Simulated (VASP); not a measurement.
# SbC2 with r2SCAN: from relaxation to properties

What structure does SbC2 take at this level, and what are its properties? The steps: rough relaxation of the start cell, full relaxation (r2SCAN), single point with fields (r2SCAN), bands along the symmetry lines (r2SCAN), total and projected DOS (r2SCAN), zone-centre phonons (r2SCAN), band structure (TB-mBJ), bands along the symmetry lines (HSE06), volume scan with r2SCAN and fit for r2SCAN. The cell is invented: it takes the structure of a Materials Project entry for LuC2 (space group 139 there), with some of its atoms replaced by other elements, volume scaled by an estimate. It may not be a known or stable phase.

Program: VASP 6.6.1. Level of theory: r2SCAN; plane waves and PAW (Sb, C), in the first sound run; inputs show where later runs differ. Results are calculated unless marked as measured.

### Step 1. The structure

Before any relaxation, the start is as follows. Symmetry: I4/mmm, No. 139, tetragonal system. Conventional cell: a = 3.883 Å, b = 3.883 Å, c = 6.596 Å, α = 90.00°, β = 90.00°, γ = 90.00°. Sb has 10 C at 2.59 to 2.84 Å nearest. Nearest to C lie 1 C at 1.42 Å and 5 Sb at 2.59 to 2.84 Å. It derives from LuC2. it takes the structure of a Materials Project entry for LuC2 (space group 139 there), with some of its atoms replaced by other elements, volume scaled by an estimate. Farther neighbours are not listed.

As a file:

```cif
data_structure
_symmetry_space_group_name_H-M 'I4/mmm'
_symmetry_Int_Tables_number 139
_cell_length_a 3.8826
_cell_length_b 3.8826
_cell_length_c 6.5960
_cell_angle_alpha 90.000
_cell_angle_beta 90.000
_cell_angle_gamma 90.000
_cell_volume 99.43
loop_
_atom_site_label
_atom_site_type_symbol
_atom_site_symmetry_multiplicity
_atom_site_Wyckoff_symbol
_atom_site_fract_x
_atom_site_fract_y
_atom_site_fract_z
_atom_site_occupancy
Sb1 Sb 2 a 0.00000 0.00000 0.00000 1
C1 C 4 e 0.50000 0.50000 0.10794 1
```

### Step 2. Rough relaxation of the start cell

The start is only an estimate, so a cheap relaxation brings it near a minimum before any careful run. r2SCAN adds the kinetic-energy density, costs more than a GGA and is run with LASPH.

Contents of INCAR:

```
SYSTEM = SbC2
PREC = Normal
ENCUT = 520
EDIFF = 1E-05
NELM = 60
ISMEAR = -1
SIGMA = 0.05
LREAL = .FALSE.
ALGO = Normal
METAGGA = R2SCAN
LASPH = .TRUE.
NBANDS = 12
LORBIT = 11
LWAVE = .FALSE.
LCHARG = .FALSE.
IBRION = 2
NSW = 40
ISIF = 3
EDIFFG = -0.04
```

Contents of POSCAR:

```
SbC2
1.0
   -1.9413140000      1.9413140000      3.2979750000
    1.9413140000     -1.9413140000      3.2979750000
    1.9413140000      1.9413140000     -3.2979750000
Sb C
1 2
Direct
    0.0000000000      0.0000000000      0.0000000000
    0.6079370000      0.6079370000      0.0000000000
    0.3920630000      0.3920630000      0.0000000000
```

Contents of KPOINTS:

```
Automatic mesh
0
Gamma
6 6 6
0 0 0
```

Potentials, in the order of the species: Sb and C (PBE family, release 64).

Started as:

```sh
$ mpirun -np 1 vasp_std
```

Output:

```text
[banner, memory and clock lines left out]
running    1 mpi-ranks, on    1 nodes
 distrk:  each k-point on    1 cores,    1 groups
 distr:  one band on    1 cores,    1 groups

 POSCAR found type information on POSCAR SbC
 POSCAR found :  2 types and       3 ions
|                                                                             |
|               ----> ADVICE to this user running VASP <----                  |
|                                                                             |
|     You enforced a specific xc type in the INCAR file but a different       |
|     [... a line on the potential file left out ...]
|     I HOPE YOU KNOW WHAT YOU ARE DOING!                                     |
|                                                                             |

 LDA part: xc-table for (None), standard interpolation
 POSCAR, INCAR and KPOINTS ok, starting setup
 FFT: planning ... GRIDC
 FFT: planning ... GRID_SOFT
 FFT: planning ... GRID
 WAVECAR not read
 entering main loop
       N       E                     dE             d eps       ncg     rms          rms(c)
DAV:   1     0.141833297545E+02    0.14183E+02   -0.51833E+03   720   0.871E+02
DAV:   2    -0.397958304746E+02   -0.53979E+02   -0.50315E+02   960   0.162E+02
DAV:   3    -0.438894154810E+02   -0.40936E+01   -0.40117E+01   848   0.455E+01
DAV:   4    -0.439525092998E+02   -0.63094E-01   -0.63031E-01   816   0.658E+00
DAV:   5    -0.439536222464E+02   -0.11129E-02   -0.11129E-02   868   0.871E-01    0.655E+00
DAV:   6    -0.393037585479E+02    0.46499E+01   -0.48753E+00   820   0.141E+01    0.299E+00
DAV:   7    -0.393788907751E+02   -0.75132E-01   -0.44018E-01   784   0.487E+00    0.181E+00
DAV:   8    -0.393796154258E+02   -0.72465E-03   -0.18983E-02   824   0.122E+00    0.443E-01
DAV:   9    -0.393810575341E+02   -0.14421E-02   -0.38433E-03   852   0.511E-01    0.764E-02
DAV:  10    -0.393811990948E+02   -0.14156E-03   -0.56705E-04   816   0.191E-01    0.235E-02
DAV:  11    -0.393812084897E+02   -0.93949E-05   -0.48863E-05   804   0.545E-02
   1 F= -.39381208E+02 E0= -.39374155E+02  d E =-.393812E+02
 curvature:   0.00 expect dE= 0.000E+00 dE for cont linesearch  0.000E+00
 trial: gam= 0.00000 g(F)=  0.181E+01 g(S)=  0.126E+01 ort = 0.000E+00 (trialstep = 0.100E+01)
 search vector abs. value=  0.307E+01
 bond charge predicted
       N       E                     dE             d eps       ncg     rms          rms(c)
DAV:   1    -0.275786767300E+02    0.11803E+02   -0.28822E+02   720   0.144E+02    0.114E+01
DAV:   2    -0.246036849993E+02    0.29750E+01   -0.12072E+01   808   0.315E+01    0.580E+00
DAV:   3    -0.244620762817E+02    0.14161E+00   -0.32988E+00   820   0.135E+01    0.211E+00
DAV:   4    -0.244722788926E+02   -0.10203E-01   -0.11157E+00   784   0.664E+00    0.172E+00
DAV:   5    -0.243946363094E+02    0.77643E-01   -0.37641E-01   748   0.434E+00    0.194E-01
DAV:   6    -0.243971458548E+02   -0.25095E-02   -0.22873E-02   776   0.128E+00    0.159E-01
DAV:   7    -0.243970771920E+02    0.68663E-04   -0.61611E-04   820   0.211E-01    0.759E-02
DAV:   8    -0.243970146717E+02    0.62520E-04   -0.35292E-04   824   0.140E-01    0.152E-02
DAV:   9    -0.243970176296E+02   -0.29579E-05   -0.25446E-05   640   0.436E-02
   2 F= -.24397018E+02 E0= -.24384157E+02  d E =0.149842E+02
[... from here on, the cycles between the ionic steps are left out ...]
   3 F= -.39234166E+02 E0= -.39227190E+02  d E =0.147042E+00
   4 F= -.39401955E+02 E0= -.39393978E+02  d E =-.207462E-01
   5 F= -.39612059E+02 E0= -.39602857E+02  d E =-.230851E+00
   6 F= -.39758970E+02 E0= -.39748524E+02  d E =-.377762E+00
   7 F= -.39798814E+02 E0= -.39790516E+02  d E =-.417605E+00
   8 F= -.39802531E+02 E0= -.39794053E+02  d E =-.421323E+00
   9 F= -.39802533E+02 E0= -.39794123E+02  d E =-.421324E+00
  10 F= -.39913688E+02 E0= -.39903149E+02  d E =-.111155E+00
  11 F= -.39917834E+02 E0= -.39907805E+02  d E =-.115301E+00
  12 F= -.39960547E+02 E0= -.39951238E+02  d E =-.427128E-01
  13 F= -.39972866E+02 E0= -.39964081E+02  d E =-.550322E-01
  14 F= -.39973042E+02 E0= -.39964227E+02  d E =-.552078E-01
  15 F= -.39981436E+02 E0= -.39972853E+02  d E =-.839470E-02
  16 F= -.39999612E+02 E0= -.39991054E+02  d E =-.265704E-01
  17 F= -.40006436E+02 E0= -.39997211E+02  d E =-.333941E-01
  18 F= -.40008225E+02 E0= -.39999063E+02  d E =-.351831E-01
  19 F= -.40008745E+02 E0= -.39999598E+02  d E =-.520659E-03
 trial-energy change:   -0.000521  1 .order   -0.000444   -0.004726    0.003837
 step:   0.1372(harm=  0.1340)  dis= 0.00280  next Energy=   -40.009574 (dE=-0.135E-02)
 bond charge predicted
       N       E                     dE             d eps       ncg     rms          rms(c)
DAV:   1    -0.400100252605E+02   -0.12784E-02   -0.36330E-02   720   0.155E+00    0.125E-01
DAV:   2    -0.400096051145E+02    0.42015E-03   -0.15543E-03   764   0.260E-01    0.488E-02
DAV:   3    -0.400095843790E+02    0.20735E-04   -0.16498E-04   784   0.944E-02    0.206E-02
DAV:   4    -0.400095760085E+02    0.83705E-05   -0.17692E-05   480   0.294E-02
 curvature:  -0.08 expect dE=-0.122E-03 dE for cont linesearch -0.470E-06
 ZBRENT: interpolating
 opt :   0.1345  next Energy=   -40.009576 (dE=-0.135E-02)
 bond charge predicted
       N       E                     dE             d eps       ncg     rms          rms(c)
DAV:   1    -0.400095755474E+02    0.88316E-05   -0.19045E-05   640   0.369E-02    0.315E-03
DAV:   2    -0.400095754744E+02    0.73017E-07   -0.87755E-07   360   0.662E-03
 curvature:  -0.08 expect dE=-0.126E-03 dE for cont linesearch -0.370E-06
 ZBRENT: accuracy reached
 trial: gam= 0.05682 g(F)=  0.346E-03 g(S)=  0.118E-02 ort = 0.327E-03 (trialstep = 0.221E+00)
 search vector abs. value=  0.164E-02
 bond charge predicted
       N       E                     dE             d eps       ncg     rms          rms(c)
DAV:   1    -0.400099557105E+02   -0.38016E-03   -0.42165E-03   732   0.476E-01    0.423E-02
DAV:   2    -0.400098998044E+02    0.55906E-04   -0.18621E-04   800   0.898E-02    0.193E-02
DAV:   3    -0.400098904820E+02    0.93224E-05   -0.21698E-05   560   0.333E-02
 ZBRENT: can't locate minimum, use default step
 trial-energy change:   -0.000315  1 .order   -0.000322   -0.000342   -0.000302
 step:   0.8848(harm=  1.9027)  dis= 0.00153  next Energy=   -40.011047 (dE=-0.147E-02)
 bond charge predicted
       N       E                     dE             d eps       ncg     rms          rms(c)
DAV:   1    -0.400110585661E+02   -0.11588E-02   -0.37243E-02   732   0.142E+00    0.128E-01
DAV:   2    -0.400105396209E+02    0.51895E-03   -0.16612E-03   804   0.268E-01    0.584E-02
DAV:   3    -0.400104528874E+02    0.86734E-04   -0.20883E-04   764   0.101E-01    0.231E-02
DAV:   4    -0.400104384250E+02    0.14462E-04   -0.55563E-05   772   0.455E-02    0.441E-03
DAV:   5    -0.400104387577E+02   -0.33275E-06   -0.32894E-06   372   0.147E-02
  23 F= -.40010439E+02 E0= -.40001423E+02  d E =-.863283E-03
 curvature:  -0.64 expect dE=-0.965E-04 dE for cont linesearch -0.550E-04
 trial: gam=-0.12952 g(F)=  0.547E-05 g(S)=  0.145E-03 ort = 0.376E-03 (trialstep = 0.354E+00)
 search vector abs. value=  0.810E-04
 reached required accuracy - stopping structural energy minimisation
```

Elapsed: 2.5 min, on 1 MPI rank of Intel Xeon 6975P-C (Granite Rapids), shared host; peak memory 0.16 GiB.

The logs omit lines about the potential files and the build; timing stands in the text.

From OUTCAR (step 2):

```text
ion  position               nearest neighbor table
   1  0.000  0.000  0.000-   2 2.59   3 2.59   2 2.84   2 2.84   3 2.84   3 2.84   2 2.84   2 2.84
                             3 2.84   3 2.84
   2  0.608  0.608  0.000-   3 1.42   1 2.59   1 2.84   1 2.84   1 2.84   1 2.84
   3  0.392  0.392  0.000-   2 1.42   1 2.59   1 2.84   1 2.84   1 2.84   1 2.84

  LATTYP: Found a body centered tetragonal cell.
 ALAT       =     3.8826280000
 C/A-ratio  =     1.6988364582

 Subroutine GETGRP returns: Found 16 space group operations
 (whereof 16 operations were pure point group operations)

The static configuration has the point symmetry D_4h.

 Found     30 irreducible k-points:

   k-points           NKPTS =     30   k-points in BZ     NKDIM =     30   number of bands    NBANDS=     12

   dimension x,y,z NGX =    24 NGY =   24 NGZ =   24
   dimension x,y,z NGXF=    48 NGYF=   48 NGZF=   48

   ENCUT  =  520.0 eV  38.22 Ry    6.18 a.u.   7.98  7.98  7.98*2*pi/ulx,y,z

   NELECT =      13.0000    total number of electrons

 k-points in reciprocal lattice and weights: Automatic mesh
   0.00000000  0.00000000  0.00000000       0.005
   0.16666667  0.00000000 -0.00000000       0.037
   0.33333333  0.00000000 -0.00000000       0.037
   0.50000000  0.00000000  0.00000000       0.019
   0.16666667  0.16666667 -0.00000000       0.037
   0.33333333  0.16666667 -0.00000000       0.074
   0.50000000  0.16666667  0.00000000       0.074
  -0.33333333  0.16666667  0.00000000       0.074
  -0.16666667  0.16666667  0.00000000       0.019
[...]
-0.33333333 -0.33333333  0.33333333       0.009
   0.50000000  0.50000000  0.50000000       0.005

 average (electrostatic) potential at core
       1 -93.3095       2 -52.0019       3 -52.0019

 E-fermi :   5.6368

 k-point     1 :       0.0000    0.0000    0.0000
  band No.  band energies     occupation
    ...
      2      -4.5289      2.00000
      3      -1.1112      2.00000
      4       1.6114      2.00000
      5       1.6114      2.00000
      6       4.2367      2.00000
      7       7.2251      0.00000
      8       7.2251      0.00000
      9       7.3840      0.00000
     10       7.3840      0.00000
     11       7.9460      0.00000
    ...

 k-point     2 :       0.1667    0.0000   -0.0000
  band No.  band energies     occupation
    ...
      2      -4.7666      2.00000
      3      -1.0006      2.00000
      4       1.4788      2.00000
      5       1.5764      2.00000
      6       3.5781      2.00000
      7       6.1654      0.00005
      8       6.4778      0.00000
      9       7.5607      0.00000
     10       8.1004      0.00000
     11       9.1986      0.00000
    ...

 k-point     3 :       0.3333    0.0000   -0.0000
  band No.  band energies     occupation
    ...
      4       0.8947      2.00000
      5       1.5370      2.00000
      6       3.0213      2.00000
      7       4.8819      2.00000
      8       5.5884      1.45009
      9       7.9706      0.00000
     10       9.2609      0.00000
     11      11.1043      0.00000
     12      13.0236      0.00000

  Total        0.0659170      0.0659170      0.0185971      0.0000000      0.0000000      0.0000000
  in kB        1.9935622      1.9935622      0.5624428      0.0000000      0.0000000      0.0000000
  external PRESSURE =       1.5165224 kB  Pullay stress =       0.0000000 kB

  energy-cutoff  :      520.00
  volume of cell :       52.98
      direct lattice vectors                 reciprocal lattice vectors
    -2.079329333  2.079329333  3.063174959     0.000000000  0.240462149  0.163229331
     2.079329333 -2.079329333  3.063174959     0.240462149  0.000000000  0.163229331
     2.079329333  2.079329333 -3.063174959     0.240462149  0.240462149  0.000000000

 POSITION                                       TOTAL-FORCE (eV/Angst)
 -----------------------------------------------------------------------------------
      0.00000      0.00000      0.00000        -0.000000     -0.000000     -0.000000
      0.00000      0.00000      3.70178         0.000000      0.000000      0.007531
      0.00000      0.00000      2.42457        -0.000000     -0.000000     -0.007531
 -----------------------------------------------------------------------------------
    total drift:                               -0.000000     -0.000000      0.000000

  FREE ENERGIE OF THE ION-ELECTRON SYSTEM (eV)
  ---------------------------------------------------
  free  energy   TOTEN  =       -40.0104387577 eV

  energy  without entropy=      -39.9924081869  energy(sigma->0) =      -40.00142347

 reached required accuracy - stopping structural energy minimisation

 total charge
# of ion       s       p       d       tot
------------------------------------------
    1        1.321   0.859   0.051   2.231
    2        0.965   1.486   0.000   2.452
    3        0.965   1.486   0.000   2.452
--------------------------------------------------
tot          3.252   3.832   0.051   7.134

[... 3 further parts left out ...]
```

CONTCAR:

```
SbC2
   1.00000000000000
    -2.0793293329564149    2.0793293329564149    3.0631749586069597
     2.0793293329564149   -2.0793293329564149    3.0631749586069597
     2.0793293329564149    2.0793293329564149   -3.0631749586069597
  Sb              C
     1     2
Direct
     0.0000000000000000    0.0000000000000000    0.0000000000000000
     0.6042394695994753    0.6042394695994753    0.0000000000000000
     0.3957605304005250    0.3957605304005250    0.0000000000000000
```

This run has no spin polarisation. Its electron count is odd, so without a moment it is a metal by construction. The k-mesh is coarse for a metal. This relaxation is a rough one on cheap settings, only to bring the start near its minimum. The PAW data sets were made with PBE, which is usual practice but a small mismatch for other functionals. The run keeps the 16 symmetry operations of its start, so it cannot find a distortion of lower symmetry.

The steps of the relaxation (22 of 23):

| step | energy less that of the first step (eV) | largest force (eV/Å) | pressure (GPa) | volume (Å³) |
| --- | --- | --- | --- | --- |
| 1 | 0.0000 | 4.3321 | -10.93 | 49.72 |
| 2 | 14.9842 | 111.3606 | 140.47 | 41.74 |
| 3 | 0.1470 | 4.9778 | -12.25 | 49.33 |
| 4 | -0.0207 | 4.3934 | -10.22 | 48.91 |
| 5 | -0.2309 | 5.9060 | 13.50 | 46.09 |
| 6 | -0.3778 | 1.5841 | -1.39 | 47.57 |
| 7 | -0.4176 | 1.1007 | 4.49 | 46.89 |
| 8 | -0.4213 | 0.2989 | 2.90 | 47.07 |
| 9 | -0.4213 | 0.5354 | 3.36 | 47.01 |
| 10 | -0.5325 | 1.6614 | 6.51 | 48.28 |
| 11 | -0.5366 | 2.0209 | 7.53 | 48.61 |
| 13 | -0.5917 | 0.5615 | 3.28 | 50.29 |
| 14 | -0.5918 | 0.4507 | 3.46 | 50.21 |
| 15 | -0.6002 | 0.4467 | 2.97 | 50.52 |
| 16 | -0.6184 | 0.4012 | 1.49 | 51.45 |
| 17 | -0.6252 | 0.3257 | -1.05 | 53.35 |
| 18 | -0.6270 | 0.3480 | -0.30 | 52.75 |
| 19 | -0.6275 | 0.4041 | 0.59 | 52.86 |
| 20 | -0.6284 | 0.0716 | 0.18 | 52.81 |
| 21 | -0.6284 | 0.0599 | 0.19 | 52.81 |
| 22 | -0.6287 | 0.0431 | 0.21 | 52.85 |
| 23 | -0.6292 | 0.0075 | 0.15 | 52.98 |

| conventional cell, symmetrised | before | after | change |
| --- | --- | --- | --- |
| a (Å) | 3.883 | 4.159 | +7.1 % |
| b (Å) | 3.883 | 4.159 | +7.1 % |
| c (Å) | 6.596 | 6.126 | -7.1 % |
| volume (Å³/atom) | 16.57 | 17.66 | +6.6 % |

The atoms that moved most (Å, as changes of fractional coordinates times the final cell):

| atom | dx | dy | dz | length |
| --- | --- | --- | --- | --- |
| C3 | 0.000 | 0.000 | 0.023 | 0.023 |
| C2 | 0.000 | 0.000 | -0.023 | 0.023 |

Final coordinates:

```xyz
3
Lattice="-2.0793 2.0793 3.0632 2.0793 -2.0793 3.0632 2.0793 2.0793 -3.0632" Properties=species:S:1:pos:R:3 pbc="T T T"
Sb    0.0000    0.0000    0.0000
C     0.0000    0.0000    3.7018
C     0.0000    0.0000    2.4246
```

Numbers from this step:

| Item | Value |
| --- | --- |
| electrons | 13 |
| bands | 12 |
| irreducible k-points | 30 |
| symmetry operations | 16 |
| free energy (TOTEN) | -40.01 eV |
| energy at zero smearing | -40.00 eV |
| Fermi energy | 5.637 eV |
| pressure | 0.1517 GPa |
| metallic | yes |
| SCF cycles over all ionic steps | 128 |

It ends with a largest force of 0.008 eV/Å and a pressure of 0.15 GPa.

[end of part 1 of 7]

[Lines on the potential files, build, host, timing and source positions are cut from VASP's logs without a mark.]

[Logs are printed without paths, hosts, clocks, repeated set-up lines and the standing remarks that a program may print on its own settings, such as how far it seeks lower states.]

[Hosts, paths, dates, database ids (printed as entryN), source tags and the programs' standing remarks are cut or masked in the printed files.]

[A measured line is paired with the nearest computed mode of its activity, which favours agreement.]
